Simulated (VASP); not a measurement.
Computed with PBE GGA, VASP's PBE PAW potentials (set 64) (plane waves; VASP).

VASP ran on this input.

### KPOINTS
```
Automatic mesh
0
Gamma
8 8 8
0 0 0
```

### INCAR
```
SYSTEM = AuAl2
PREC = Accurate
ENCUT = 400
EDIFF = 1E-6
NELM = 100
ALGO = Normal
LREAL = .FALSE.
LASPH = .TRUE.
ISMEAR = 0
SIGMA = 0.05
GGA = PE
LMAXMIX = 6
LWAVE = .FALSE.
LCHARG = .FALSE.
ISIF = 2
NELECT = 17.5
```

POSCAR:
```
AuAl2
1
    0.0000000000     2.9133540000     2.9877770000
    2.9662970000     0.0000000000     2.9877770000
    2.9662970000     2.9133540000     0.0000000000
Al Au
2 1
Direct
  0.2500000000   0.2500000000   0.2500000000
  0.7500000000   0.7500000000   0.7500000000
 -0.0131660000   0.0131660000   0.0131660000
```

POTCAR, in this order: Al Au (PBE.64 set). Program: vasp_std.

The resulting files:

### OSZICAR
```
       N       E                     dE             d eps       ncg     rms          rms(c)
DAV:   1     0.547516968537E+02    0.54752E+02   -0.61905E+03  2574   0.881E+02
DAV:   2    -0.741665379129E+01   -0.62168E+02   -0.58038E+02  2889   0.180E+02
DAV:   3    -0.879638915625E+01   -0.13797E+01   -0.13684E+01  3140   0.262E+01
DAV:   4    -0.880680218875E+01   -0.10413E-01   -0.10410E-01  2878   0.267E+00
DAV:   5    -0.880696346517E+01   -0.16128E-03   -0.16127E-03  3208   0.345E-01    0.983E+00
DAV:   6    -0.768991435589E+01    0.11170E+01   -0.49113E+00  2830   0.249E+01    0.432E+00
DAV:   7    -0.761521704912E+01    0.74697E-01   -0.17880E-01  2705   0.452E+00    0.220E+00
DAV:   8    -0.757842343424E+01    0.36794E-01   -0.21686E-02  3025   0.123E+00    0.396E-01
DAV:   9    -0.757822620409E+01    0.19723E-03   -0.14333E-03  2912   0.402E-01    0.196E-01
DAV:  10    -0.757837112624E+01   -0.14492E-03   -0.24950E-04  2745   0.132E-01    0.366E-02
DAV:  11    -0.757836390632E+01    0.72199E-05   -0.97829E-06  3150   0.277E-02    0.108E-02
DAV:  12    -0.757836629441E+01   -0.23881E-05   -0.42721E-06  2740   0.141E-02    0.389E-03
DAV:  13    -0.757836648814E+01   -0.19373E-06   -0.29372E-07  1740   0.507E-03
   1 F= -.75783665E+01 E0= -.75778708E+01  d E =-.991472E-03
```

### OUTCAR
```
------------------------ aborting loop because EDIFF is reached ----------------------------------------
  FORCE on cell =-STRESS in cart. coord.  units (eV):
  Direction    XX          YY          ZZ          XY          YZ          ZX
  --------------------------------------------------------------------------------------
  Total        8.9683528      9.4337849      8.9402152      0.0000000      0.0000000      0.0000000
  in kB      278.2512981    292.6917543    277.3783052      0.0000000      0.0000000      0.0000000
  external PRESSURE =     282.7737858 kB  Pullay stress =       0.0000000 kB
  volume of cell :       51.64
      direct lattice vectors                 reciprocal lattice vectors
     0.000000000  2.913354000  2.987777000    -0.168560330  0.171623496  0.167348500
     2.966297000  0.000000000  2.987777000     0.168560330 -0.171623496  0.167348500
     2.966297000  2.913354000  0.000000000     0.168560330  0.171623496 -0.167348500
 POSITION                                       TOTAL-FORCE (eV/Angst)
 -----------------------------------------------------------------------------------
      1.48315      1.45668      1.49389         0.410397     -0.000000      0.000000
      4.44945      4.37003      4.48167         0.410397      0.000000      0.000000
      0.07811      2.91335      2.98778        -0.820795      0.000000      0.000000
 -----------------------------------------------------------------------------------
    total drift:                               -0.000250     -0.000000     -0.000000
  FREE ENERGIE OF THE ION-ELECTRON SYSTEM (eV)
  ---------------------------------------------------
  free  energy   TOTEN  =        -7.5783664881 eV

  energy  without entropy=       -7.5773750163  energy(sigma->0) =       -7.57787075
```
(Selected blocks of OUTCAR.)

The cell is charged, with a uniform compensating background.

The compound is AuAl2 in the fluorite structure. The cell was not relaxed at this level, atoms are displaced from their ideal sites. The run is one of a series of settings (ISMEAR = 0, NELECT = 17.5, SIGMA = 0.05 against the base run), some of them coarse on purpose.
